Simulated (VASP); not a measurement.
A VASP calculation is set up with these files.

**POSCAR**
```
Pt
1
    0.0000000000     1.9472338555     1.9472338555
    1.9472338555     0.0000000000     1.9472338555
    1.9472338555     1.9472338555     0.0000000000
Pt
1
Direct
  0.0000000000   0.0000000000   0.0000000000
```

**INCAR**
```
! general
SYSTEM  = Pt
PREC    = Accurate
ENCUT   = 500
LREAL   = F
LASPH   = T

! electronic loop
EDIFF   = 1E-6
NELM    = 100
ALGO    = Normal
LMAXMIX = 6

! smearing
ISMEAR  = 1
SIGMA   = 0.1

! functional
GGA     = PS

! ions
IBRION  = 2
NSW     = 40
ISIF    = 3
EDIFFG  = -0.02
PSTRESS = 100

! output
LWAVE   = F
LCHARG  = F
```

File KPOINTS:
```
Automatic mesh
0
gamma
16 16 16
```

POTCAR, in this order: Pt (PBE.64 set). Program: vasp_std.

Q: Translate this PBEsol calculation to Ansatz.

A: One equivalent input (not run):
Ansatz 0.2 input:
```yaml
crystal:
  lattice:
    - [0.0000000, 1.9472339, 1.9472339]
    - [1.9472339, 0.0000000, 1.9472339]
    - [1.9472339, 1.9472339, 0.0000000]
  atoms:
    - { symbol: Pt, position: [0.0000000, 0.0000000, 0.0000000] }
kpoints:
  mp_grid: { grid: [16, 16, 16] }
hamiltonian:
  xc: pbesol
  pseudopotentials: { kind: paw }
scf:
  occupations: { method: methfessel_paxton, width: 0.1 }
  max_iter: 100
relax:
  max_steps: 40
  f_tol: 0.02
  cell: { p_target: 10 }
output: { forces: true, stress: true, eigenvalues: true }
```
What does not carry over: each code has its own PAW files, so the cut-off isn't converted (ENCUT is set for VASP's; basis.ecutwfc is left out, and Ansatz then takes the one that its files recommend); Ansatz stops its SCF on the density residual and VASP on the energy change (EDIFF).

The compound is Pt in the fcc structure. This run relaxes it under an external pressure of 10 GPa. Symmetry was kept, so distortions that lower it aren't found.
